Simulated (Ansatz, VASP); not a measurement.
# Ca2SiS4 (Ca2SiS4 (Pnma)) in two plane-wave programs, part 2 of 2

Aim: how closely do two programs agree when they are given the same cell, functional and k mesh? The structure shown is the start of the Ansatz relaxation below; VASP solves that cell, so the two are compared at the walk's first step.

VASP 6.6.1 and Ansatz 0.2.0.

So far: The starting structure; Ansatz: relaxation, PBEsol.

## (3) VASP: single point, PBEsol, start cell

Level of this step: PBEsol; plane waves and PAW (Ca_sv, Si, S) (VASP).

The same cell, functional, mesh and smearing now go to VASP, with its own data sets.

Lines of VASP's logs that name or quote its potential files are left out, and so is its time.

Input file INCAR:

```
SYSTEM = Ca2SiS4
PREC = Accurate
ENCUT = 400
EDIFF = 1E-06
NELM = 120
ISMEAR = -1
SIGMA = 0.01
LREAL = .FALSE.
ALGO = Normal
GGA = PS
NBANDS = 116
LORBIT = 11
LWAVE = .FALSE.
LCHARG = .FALSE.
ISIF = 2
LASPH = .TRUE.
GGA_COMPAT = .FALSE.
EFERMI = MIDGAP
KPAR = 4
```

Input file POSCAR:

```
Ca2SiS4
1.0
   13.6395580000      0.0000000000      0.0000000000
    0.0000000000      8.1916830000      0.0000000000
    0.0000000000      0.0000000000      6.2184600000
Ca Si S
8 4 16
Direct
    0.0000000000      0.4999999390      0.0000000000
    0.5000000000      0.0000000000      0.5000000000
    0.0000000000      0.0000000000      0.0000000000
    0.5000000000      0.4999999390      0.5000000000
    0.2270583841      0.7499999695      0.4860449372
    0.7270583841      0.7499999695      0.0139550628
    0.7729416159      0.2500000305      0.5139550628
    0.2729416159      0.2500000305      0.9860449372
    0.4064436692      0.7499999695      0.9072056426
    0.9064436692      0.7499999695      0.5927943574
    0.5935563308      0.2500000305      0.0927943574
    0.0935563308      0.2500000305      0.4072056426
    0.3333880027      0.5436064848      0.7707361630
    0.8333880027      0.9563934542      0.7292638370
    0.6666119973      0.0436065458      0.2292638370
    0.1666119973      0.4563935152      0.2707361630
    0.6666119973      0.4563935152      0.2292638370
    0.1666119973      0.0436065458      0.2707361630
    0.3333880027      0.9563934542      0.7707361630
    0.8333880027      0.5436064848      0.7292638370
    0.4066224140      0.7499999695      0.2468233292
    0.9066224140      0.7499999695      0.2531766708
    0.5933775860      0.2500000305      0.7531766708
    0.0933775860      0.2500000305      0.7468233292
    0.5522566787      0.7499999695      0.7796198737
    0.0522566787      0.7499999695      0.7203801263
    0.4477433213      0.2500000305      0.2203801263
    0.9477433213      0.2500000305      0.2796198737
```

Input file KPOINTS:

```
Automatic mesh
0
Gamma
2 4 5
0 0 0
```

The projector-augmented-wave data sets are Ca_sv, Si and S (PBE family, release 64).

Launch:

```sh
> mpirun -np 4 vasp_std
```

Numbers of over 12 decimals in the logs are rounded to 6 here.

The log of the run:

```text
[banner, memory and clock lines left out]
running    4 mpi-ranks, on    1 nodes
 distrk:  each k-point on    1 cores,    4 groups
 distr:  one band on    1 cores,    1 groups

 POSCAR found type information on POSCAR CaSiS
 POSCAR found :  3 types and      28 ions
|                                                                             |
|               ----> ADVICE to this user running VASP <----                  |
|                                                                             |
|     You have a (more or less) 'large supercell' and for larger cells it     |
|     might be more efficient to use real-space projection operators.         |
|     Therefore, try LREAL= Auto in the INCAR file.                           |
|     Mind: For very accurate calculation, you might also keep the            |
|     reciprocal projection scheme (i.e. LREAL=.FALSE.).                      |
|                                                                             |

|                                                                             |
|               ----> ADVICE to this user running VASP <----                  |
|                                                                             |
|     You enforced a specific xc type in the INCAR file but a different       |
|     [... a line on the potential file left out ...]
|     I HOPE YOU KNOW WHAT YOU ARE DOING!                                     |
|                                                                             |

 LDA part: xc-table for (Slater+PW92), standard interpolation
 POSCAR, INCAR and KPOINTS ok, starting setup
 FFT: planning ... GRIDC
 FFT: planning ... GRID_SOFT
 FFT: planning ... GRID
 WAVECAR not read
 entering main loop
       N       E                     dE             d eps       ncg     rms          rms(c)
DAV:   1     0.145892854566E+04    0.14589E+04   -0.75828E+04  4264   0.122E+03
DAV:   2    -0.209435283615E+02   -0.14799E+04   -0.14344E+04  5316   0.344E+02
DAV:   3    -0.149897823403E+03   -0.12895E+03   -0.12832E+03  5292   0.917E+01
DAV:   4    -0.157772022019E+03   -0.78742E+01   -0.78630E+01  7040   0.221E+01
DAV:   5    -0.158468255101E+03   -0.69623E+00   -0.69610E+00  6744   0.442E+00    0.252E+01
DAV:   6    -0.154489832057E+03    0.39784E+01   -0.87987E+00  4872   0.555E+00    0.168E+01
DAV:   7    -0.154042680531E+03    0.44715E+00   -0.45583E+00  5064   0.446E+00    0.425E+00
DAV:   8    -0.154010775058E+03    0.31905E-01   -0.70108E-01  5136   0.177E+00    0.194E+00
DAV:   9    -0.154025153373E+03   -0.14378E-01   -0.66912E-02  6248   0.547E-01    0.693E-01
DAV:  10    -0.154027316481E+03   -0.21631E-02   -0.10310E-02  5056   0.222E-01    0.377E-01
DAV:  11    -0.154030456577E+03   -0.31401E-02   -0.31087E-03  4712   0.136E-01    0.736E-02
DAV:  12    -0.154030951950E+03   -0.49537E-03   -0.47596E-04  5536   0.468E-02    0.617E-02
DAV:  13    -0.154031235008E+03   -0.28306E-03   -0.31788E-04  4616   0.386E-02    0.208E-02
DAV:  14    -0.154031242339E+03   -0.73308E-05   -0.21188E-05  5592   0.807E-03    0.178E-02
DAV:  15    -0.154031248549E+03   -0.62100E-05   -0.64722E-06  4048   0.556E-03    0.585E-03
DAV:  16    -0.154031250611E+03   -0.20626E-05   -0.32109E-06  3776   0.391E-03    0.294E-03
DAV:  17    -0.154031250648E+03   -0.37066E-07   -0.21730E-07  3144   0.139E-03
   1 F= -.15403125E+03 E0= -.15403125E+03  d E =0.000000E+00
```

From OUTCAR (step 3):

```text
ion  position               nearest neighbor table
   1  0.000  0.500  0.000-  28 2.78  26 2.78  16 2.85  20 2.85  24 2.88  22 2.88
   2  0.500  0.000  0.500-  25 2.78  27 2.78  15 2.85  19 2.85  21 2.88  23 2.88
   3  0.000  0.000  0.000-  26 2.78  28 2.78  14 2.85  18 2.85  22 2.88  24 2.88
   4  0.500  0.500  0.500-  27 2.78  25 2.78  17 2.85  13 2.85  23 2.88  21 2.88
   5  0.227  0.750  0.486-  26 2.79  19 2.85  13 2.85  21 2.87  16 2.87  18 2.87
   6  0.727  0.750  0.014-  25 2.79  14 2.85  20 2.85  22 2.87  17 2.87  15 2.87
   7  0.773  0.250  0.514-  28 2.79  15 2.85  17 2.85  23 2.87  20 2.87  14 2.87
   8  0.273  0.250  0.986-  27 2.79  18 2.85  16 2.85  24 2.87  13 2.87  19 2.87
   9  0.406  0.750  0.907-  21 2.11  19 2.14  13 2.14  25 2.14
  10  0.906  0.750  0.593-  22 2.11  14 2.14  20 2.14  26 2.14
  11  0.594  0.250  0.093-  23 2.11  15 2.14  17 2.14  27 2.14
  12  0.094  0.250  0.407-  24 2.11  18 2.14  16 2.14  28 2.14
  13  0.333  0.544  0.771-   9 2.14   5 2.85   4 2.85   8 2.87
  14  0.833  0.956  0.729-  10 2.14   6 2.85   3 2.85   7 2.87
  15  0.667  0.044  0.229-  11 2.14   7 2.85   2 2.85   6 2.87
  16  0.167  0.456  0.271-  12 2.14   8 2.85   1 2.85   5 2.87
  17  0.667  0.456  0.229-  11 2.14   7 2.85   4 2.85   6 2.87
  18  0.167  0.044  0.271-  12 2.14   8 2.85   3 2.85   5 2.87
  19  0.333  0.956  0.771-   9 2.14   5 2.85   2 2.85   8 2.87
  20  0.833  0.544  0.729-  10 2.14   6 2.85   1 2.85   7 2.87
  21  0.407  0.750  0.247-   9 2.11   5 2.87   2 2.88   4 2.88
  22  0.907  0.750  0.253-  10 2.11   6 2.87   3 2.88   1 2.88
  23  0.593  0.250  0.753-  11 2.11   7 2.87   4 2.88   2 2.88
  24  0.093  0.250  0.747-  12 2.11   8 2.87   1 2.88   3 2.88
  25  0.552  0.750  0.780-   9 2.14   2 2.78   4 2.78   6 2.79
  26  0.052  0.750  0.720-  10 2.14   3 2.78   1 2.78   5 2.79
  27  0.448  0.250  0.220-  11 2.14   4 2.78   2 2.78   8 2.79
  28  0.948  0.250  0.280-  12 2.14   1 2.78   3 2.78   7 2.79

  LATTYP: Found a simple orthorhombic cell.
 ALAT       =     6.2184600000
 B/A-ratio  =     1.3173169885
 C/A-ratio  =     2.1933980439

 Subroutine GETGRP returns: Found  8 space group operations
 (whereof  2 operations were pure point group operations)

The static configuration has the point symmetry S_2 .
 The point group associated with its full space group is D_2h.

 Found     18 irreducible k-points:

   k-points           NKPTS =     18   k-points in BZ     NKDIM =     18   number of bands    NBANDS=    116

   dimension x,y,z NGX =    90 NGY =   54 NGZ =   42
   dimension x,y,z NGXF=   180 NGYF=  108 NGZF=   84

   ENCUT  =  400.0 eV  29.40 Ry    5.42 a.u.  22.24 13.36 10.14*2*pi/ulx,y,z

   NELECT =     192.0000    total number of electrons

 k-points in reciprocal lattice and weights: Automatic mesh
   0.00000000  0.00000000  0.00000000       0.025
   0.50000000  0.00000000  0.00000000       0.025
   0.00000000  0.25000000  0.00000000       0.050
   0.50000000  0.25000000  0.00000000       0.050
   0.00000000  0.50000000  0.00000000       0.025
   0.50000000  0.50000000  0.00000000       0.025
   0.00000000  0.00000000  0.20000000       0.050
   0.50000000  0.00000000  0.20000000       0.050
   0.00000000  0.25000000  0.20000000       0.100
[...]
0.00000000  0.50000000  0.40000000       0.050
   0.50000000  0.50000000  0.40000000       0.050

 average (electrostatic) potential at core
       1 -45.8277       2 -45.8276       3 -45.8276       4 -45.8277       5 -46.0596
       6 -46.0596       7 -46.0596       8 -46.0596       9 -86.8132      10 -86.8132
      11 -86.8132      12 -86.8132      13 -87.8083      14 -87.8083      15 -87.8083
      16 -87.8083      17 -87.8083      18 -87.8083      19 -87.8083      20 -87.8083
      21 -87.8384      22 -87.8384      23 -87.8384      24 -87.8384      25 -87.8483
      26 -87.8483      27 -87.8483      28 -87.8483

 E-fermi :   3.4732

 k-point     1 :       0.0000    0.0000    0.0000
  band No.  band energies     occupation
    ...
     92       1.6119      2.00000
     93       1.6606      2.00000
     94       1.6779      2.00000
     95       1.7383      2.00000
     96       1.7454      2.00000
     97       5.1715      0.00000
     98       5.2044      0.00000
     99       5.6256      0.00000
    100       5.7232      0.00000
    101       5.9594      0.00000
    ...

 k-point     2 :       0.5000    0.0000    0.0000
  band No.  band energies     occupation
    ...
     92       1.5166      2.00000
     93       1.6243      2.00000
     94       1.6243      2.00000
     95       1.6514      2.00000
     96       1.6514      2.00000
     97       5.3462      0.00000
     98       5.3462      0.00000
     99       5.5539      0.00000
    100       5.5539      0.00000
    101       6.0499      0.00000
    ...

 k-point     3 :       0.0000    0.2500    0.0000
  band No.  band energies     occupation
    ...
     92       1.5384      2.00000
     93       1.5590      2.00000
     94       1.6120      2.00000
     95       1.6536      2.00000
     96       1.7004      2.00000
     97       5.3758      0.00000
     98       5.5293      0.00000
     99       5.7617      0.00000
    100       5.9066      0.00000
    101       5.9154      0.00000
    ...

  Total       -4.0289306     -4.0241786     -3.8460917      0.0000000      0.0000000      0.0000000
  in kB       -9.2906070     -9.2796490     -8.8689854      0.0000000      0.0000000      0.0000000
  external PRESSURE =      -9.1464138 kB  Pullay stress =       0.0000000 kB

  energy-cutoff  :      400.00
  volume of cell :      694.79
      direct lattice vectors                 reciprocal lattice vectors
    13.639558000  0.000000000  0.000000000     0.073316159  0.000000000  0.000000000
     0.000000000  8.191683000  0.000000000     0.000000000  0.122075036  0.000000000
     0.000000000  0.000000000  6.218460000     0.000000000  0.000000000  0.160811519

 POSITION                                       TOTAL-FORCE (eV/Angst)
 -----------------------------------------------------------------------------------
      0.00000      4.09584      0.00000         0.000000      0.000000      0.000000
      6.81978      0.00000      3.10923         0.000000      0.000000      0.000000
      0.00000      0.00000      0.00000         0.000000      0.000000      0.000000
      6.81978      4.09584      3.10923         0.000000      0.000000      0.000000
      3.09698      6.14376      3.02245         0.038582      0.000000      0.017734
      9.91675      6.14376      0.08678         0.038582      0.000000     -0.017734
     10.54258      2.04792      3.19601        -0.038582      0.000000     -0.017734
      3.72280      2.04792      6.13168        -0.038582      0.000000      0.017734
      5.54371      6.14376      5.64142         0.012355      0.000000     -0.023857
     12.36349      6.14376      3.68627         0.012355      0.000000      0.023857
      8.09585      2.04792      0.57704        -0.012355      0.000000      0.023857
      1.27607      2.04792      2.53219        -0.012355      0.000000     -0.023857
      4.54726      4.45305      4.79279        -0.061002     -0.061223     -0.101453
     11.36704      7.83447      4.53490        -0.061002      0.061223      0.101453
      9.09229      0.35721      1.42567         0.061002     -0.061223      0.101453
      2.27251      3.73863      1.68356         0.061002      0.061223     -0.101453
      9.09229      3.73863      1.42567         0.061002      0.061223      0.101453
      2.27251      0.35721      1.68356         0.061002     -0.061223     -0.101453
      4.54726      7.83447      4.79279        -0.061002      0.061223     -0.101453
     11.36704      4.45305      4.53490        -0.061002     -0.061223      0.101453
      5.54615      6.14376      1.53486        -0.003388      0.000000      0.248264
     12.36593      6.14376      1.57437        -0.003388      0.000000     -0.248264
      8.09341      2.04792      4.68360         0.003388      0.000000     -0.248264
      1.27363      2.04792      4.64409         0.003388      0.000000      0.248264
      7.53254      6.14376      4.84803         0.095990      0.000000     -0.089569
      0.71276      6.14376      4.47966         0.095990      0.000000      0.089569
      6.10702      2.04792      1.37043        -0.095990      0.000000      0.089569
     12.92680      2.04792      1.73880        -0.095990      0.000000     -0.089569
 -----------------------------------------------------------------------------------
    total drift:                                0.002335     -0.003068     -0.000000

  FREE ENERGIE OF THE ION-ELECTRON SYSTEM (eV)
  ---------------------------------------------------
  free  energy   TOTEN  =      -154.0312506483 eV

  energy  without entropy=     -154.0312506483  energy(sigma->0) =     -154.03125065

 total charge
# of ion       s       p       d       tot
------------------------------------------
    1        2.033   5.854   0.239   8.127
    2        2.033   5.854   0.239   8.127
    3        2.033   5.854   0.239   8.127
    4        2.033   5.854   0.239   8.127
    5        2.030   5.849   0.225   8.105
    6        2.030   5.849   0.225   8.105
    7        2.030   5.849   0.225   8.105
    8        2.030   5.849   0.225   8.105
    9        0.701   0.854   0.000   1.555
   10        0.701   0.854   0.000   1.555
   11        0.701   0.854   0.000   1.555
   12        0.701   0.854   0.000   1.555
   13        1.319   2.444   0.000   3.764
   14        1.319   2.444   0.000   3.764
   15        1.319   2.444   0.000   3.764
   16        1.319   2.444   0.000   3.764
   17        1.319   2.444   0.000   3.764
   18        1.319   2.444   0.000   3.764
   19        1.319   2.444   0.000   3.764
   20        1.319   2.444   0.000   3.764
   21        1.314   2.454   0.000   3.769
   22        1.314   2.454   0.000   3.769
   23        1.314   2.454   0.000   3.769
   24        1.314   2.454   0.000   3.769
   25        1.319   2.463   0.000   3.782
   26        1.319   2.463   0.000   3.782
   27        1.319   2.463   0.000   3.782
   28        1.319   2.463   0.000   3.782
--------------------------------------------------
tot         40.145  89.452   1.857 131.453

[... 3 further parts left out ...]
```

The run ends at a pressure of -0.91 GPa, with forces up to 0.25 eV/Å.

## (4) Differences

Known differences besides the potentials themselves: the cutoff is 420 eV in Ansatz and 400 eV in VASP; Ansatz makes its cores anew for this functional, VASP keeps those of its PBE data sets. Total energies have different zeros and are not compared.

Forces on 7 of the 28 atoms, those with the largest forces and the largest differences (eV/Å; atoms numbered as in POSCAR):

| atom | Ansatz x, y, z | VASP x, y, z |
| --- | --- | --- |
| S13 | -0.061, -0.065, -0.114 | -0.061, -0.061, -0.101 |
| S14 | -0.061, 0.065, 0.114 | -0.061, 0.061, 0.101 |
| S15 | 0.061, -0.065, 0.114 | 0.061, -0.061, 0.101 |
| S21 | -0.003, 0.000, 0.274 | -0.003, 0.000, 0.248 |
| S22 | -0.003, 0.000, -0.274 | -0.003, 0.000, -0.248 |
| S23 | 0.003, 0.000, -0.274 | 0.003, 0.000, -0.248 |
| S24 | 0.003, 0.000, 0.274 | 0.003, 0.000, 0.248 |

The forces differ by 7.7 meV/Å r.m.s., which is 10.4 % of the r.m.s. force of 0.075 eV/Å (both taken over all components).

## (5) Outcome

```yaml
r_m_s_force_difference_single_point_pbesol_start_cell: 7.7 meV/Å
```

**Reading.** The r.m.s. force difference is 7.7 meV/Å (single point, PBEsol, start cell), within the 12 meV/Å picked in this series as the mark of a large difference. Such differences can come from data sets, numerical settings and the points named under the comparisons, not from the functional's error against experiment.

[Lines on the potential files, build, host, timing and source positions are cut from VASP's logs without a mark.]

[Logs are printed without paths, hosts, clocks, repeated set-up lines and the standing remarks that a program may print on its own settings, such as how far it seeks lower states.]

[Hosts, paths, dates, database ids (printed as entryN), source tags and the programs' standing remarks are cut or masked in the printed files.]
